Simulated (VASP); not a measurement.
Level of theory: vdW-DF-cx, VASP's PBE PAW potentials (set 64) (plane waves; VASP 6.6.1).

The input files of a VASP run:

**POSCAR**
```
TiAl
1
    2.8300000000     0.0000000000     0.0000000000
    0.0000000000     2.8300000000     0.0000000000
    0.0000000000     0.0000000000     4.0700000000
Ti Al
1 1
Direct
  0.0000000000   0.0000000000   0.0000000000
  0.5000000000   0.5000000000   0.5000000000
```

### KPOINTS
```
Regular mesh
0
G
12 12 8
0 0 0
```

INCAR:
```
SYSTEM = TiAl
PREC = Accurate; ENCUT = 520; LREAL = F
LASPH = T
EDIFF = 1E-6; NELM = 100; ALGO = Normal
LMAXMIX = 4
ISMEAR = 1; SIGMA = 0.1
GGA = CX; LUSE_VDW = T; AGGAC = 0.0
IBRION = 2; NSW = 60; ISIF = 3
EDIFFG = -0.01
LWAVE = F; LCHARG = F
```

POTCAR, in this order: Ti_sv Al (PBE.64 set). Program: vasp_std.

The run wrote:

File OUTCAR:
```
 ion  position               nearest neighbor table
   1  0.000  0.000  0.000-   2 2.85   2 2.85   2 2.85   2 2.85   2 2.85   2 2.85   2 2.85   2 2.85
  LATTYP: Found a simple tetragonal cell.
 ALAT       =     2.8300000000
 C/A-ratio  =     1.4381625442
 Subroutine PRICEL returns:
 Original cell was already a primitive cell.
 Subroutine GETGRP returns: Found 16 space group operations
The static configuration has the point symmetry D_4h.
The dynamic configuration has the point symmetry D_4h.
 Subroutine INISYM returns: Found 16 space group operations
 Subroutine IBZKPT returns following result:
 Found    140 irreducible k-points:

 Following reciprocal coordinates:
            Coordinates               Weight
  0.000000  0.000000  0.000000      1.000000
  0.083333  0.000000  0.000000      4.000000
  0.166667  0.000000  0.000000      4.000000
  0.250000  0.000000  0.000000      4.000000
  0.333333  0.000000  0.000000      4.000000
  0.416667  0.000000  0.000000      4.000000
  0.500000  0.000000  0.000000      2.000000
  0.083333  0.083333  0.000000      4.000000
  0.166667  0.083333  0.000000      8.000000
...
```

**OSZICAR**
```
       N       E                     dE             d eps       ncg     rms          rms(c)
DAV:   1     0.935576513193E+02    0.93558E+02   -0.74443E+03  3080   0.137E+03
DAV:   2    -0.452659076180E+01   -0.98084E+02   -0.95562E+02  3113   0.334E+02
DAV:   3    -0.100163223478E+02   -0.54897E+01   -0.52794E+01  4929   0.780E+01
DAV:   4    -0.101982128120E+02   -0.18189E+00   -0.18020E+00  3867   0.119E+01
DAV:   5    -0.102060570422E+02   -0.78442E-02   -0.78364E-02  4453   0.229E+00    0.979E+00
DAV:   6    -0.877303404556E+01    0.14330E+01   -0.12507E+01  3915   0.386E+01    0.338E+00
DAV:   7    -0.863115496508E+01    0.14188E+00   -0.12013E+00  3596   0.117E+01    0.190E+00
DAV:   8    -0.861962294000E+01    0.11532E-01   -0.15373E-01  3524   0.444E+00    0.494E-01
DAV:   9    -0.861790737879E+01    0.17156E-02   -0.25742E-02  3706   0.217E+00    0.201E-01
DAV:  10    -0.861803089783E+01   -0.12352E-03   -0.14683E-03  3865   0.452E-01    0.467E-02
DAV:  11    -0.861801730557E+01    0.13592E-04   -0.33855E-04  4258   0.198E-01    0.410E-02
DAV:  12    -0.861802041178E+01   -0.31062E-05   -0.19224E-05  3634   0.517E-02    0.110E-02
DAV:  13    -0.861802037675E+01    0.35030E-07   -0.11887E-06  2349   0.113E-02
   1 F= -.86180204E+01 E0= -.86182517E+01  d E =-.861802E+01
       N       E                     dE             d eps       ncg     rms          rms(c)
DAV:   1    -0.897826677363E+01   -0.36025E+00   -0.72537E+00  3449   0.413E+01    0.517E+00
DAV:   2    -0.865011024320E+01    0.32816E+00   -0.24662E+00  3686   0.199E+01    0.122E+00
DAV:   3    -0.861324581216E+01    0.36864E-01   -0.23375E-01  3567   0.486E+00    0.461E-01
DAV:   4    -0.861521554513E+01   -0.19697E-02   -0.49858E-02  3574   0.188E+00    0.295E-01
DAV:   5    -0.861882550671E+01   -0.36100E-02   -0.49700E-03  4178   0.607E-01    0.159E-01
DAV:   6    -0.862143855983E+01   -0.26131E-02   -0.59568E-03  4787   0.407E-01    0.845E-02
DAV:   7    -0.862164955082E+01   -0.21099E-03   -0.33004E-04  3665   0.163E-01    0.841E-03
DAV:   8    -0.862165608241E+01   -0.65316E-05   -0.46194E-05  4278   0.470E-02    0.173E-02
DAV:   9    -0.862166901950E+01   -0.12937E-04   -0.24139E-05  3532   0.466E-02    0.488E-03
DAV:  10    -0.862166901654E+01    0.29518E-08   -0.33390E-06  3312   0.148E-02
   2 F= -.86216690E+01 E0= -.86219010E+01  d E =-.364864E-02
       N       E                     dE             d eps       ncg     rms          rms(c)
DAV:   1    -0.868630344521E+01   -0.64634E-01   -0.11985E+00  3515   0.171E+01    0.223E+00
DAV:   2    -0.863361746331E+01    0.52686E-01   -0.53513E-01  3752   0.890E+00    0.580E-01
DAV:   3    -0.862310670068E+01    0.10511E-01   -0.58674E-02  3627   0.247E+00    0.154E-01
DAV:   4    -0.862365902420E+01   -0.55232E-03   -0.71533E-03  3634   0.616E-01    0.103E-01
DAV:   5    -0.862457323152E+01   -0.91421E-03   -0.15532E-03  4290   0.296E-01    0.787E-02
DAV:   6    -0.862478025242E+01   -0.20702E-03   -0.61357E-04  4532   0.181E-01    0.250E-02
DAV:   7    -0.862480300803E+01   -0.22756E-04   -0.66277E-05  4235   0.679E-02    0.299E-03
DAV:   8    -0.862480328203E+01   -0.27401E-06   -0.63397E-06  3577   0.261E-02
   3 F= -.86248033E+01 E0= -.86250404E+01  d E =-.678291E-02
       N       E                     dE             d eps       ncg     rms          rms(c)
DAV:   1    -0.862485710960E+01   -0.54102E-04   -0.10678E-03  3548   0.515E-01    0.667E-02
DAV:   2    -0.862480778179E+01    0.49328E-04   -0.43499E-04  3705   0.257E-01    0.164E-02
DAV:   3    -0.862480009549E+01    0.76863E-05   -0.44006E-05  3604   0.669E-02    0.560E-03
DAV:   4    -0.862480012870E+01   -0.33211E-07   -0.65331E-06  3229   0.202E-02
   4 F= -.86248001E+01 E0= -.86250375E+01  d E =-.677975E-02
```

File OUTCAR:
```
------------------------ aborting loop because EDIFF is reached ----------------------------------------
  FORCE on cell =-STRESS in cart. coord.  units (eV):
  Direction    XX          YY          ZZ          XY          YZ          ZX
  --------------------------------------------------------------------------------------
  Total       -0.0096531     -0.0096531      0.0147547      0.0000000      0.0000000      0.0000000
  in kB       -0.4858394     -0.4858394      0.7426068      0.0000000      0.0000000      0.0000000
  external PRESSURE =      -0.0763573 kB  Pullay stress =       0.0000000 kB
  volume of cell :       31.83
      direct lattice vectors                 reciprocal lattice vectors
     2.807215289  0.000000000  0.000000000     0.356224905  0.000000000  0.000000000
     0.000000000  2.807215289 -0.000000000     0.000000000  0.356224905 -0.000000000
     0.000000000  0.000000000  4.039540100     0.000000000  0.000000000  0.247552933
 POSITION                                       TOTAL-FORCE (eV/Angst)
 -----------------------------------------------------------------------------------
      0.00000      0.00000      0.00000         0.000000     -0.000000      0.000000
      1.40361      1.40361      2.01977         0.000000      0.000000      0.000000
 -----------------------------------------------------------------------------------
    total drift:                                0.000000      0.000000      0.000000
  FREE ENERGIE OF THE ION-ELECTRON SYSTEM (eV)
  ---------------------------------------------------
  free  energy   TOTEN  =        -8.6248001287 eV

  energy  without entropy=       -8.6255121881  energy(sigma->0) =       -8.62503748

 reached required accuracy - stopping structural energy minimisation
```
(Selected blocks of OUTCAR.)

File CONTCAR:
```
TiAl
   1.00000000000000
     2.8072152886974457    0.0000000000000000    0.0000000000000000
     0.0000000000000000    2.8072152886974457   -0.0000000000000000
     0.0000000000000000    0.0000000000000000    4.0395400995778559
  Ti              Al
     1     1
Direct
     0.0000000000000000    0.0000000000000000    0.0000000000000000
     0.5000000000000000    0.5000000000000000    0.5000000000000000
```

Energy and stress use the plane-wave basis of the starting cell.

The compound is TiAl in the L1_0 structure. This run relaxes it. Symmetry was kept, so distortions that lower it aren't found. The electron count is odd and the run is not spin-polarised, which forces a metal.
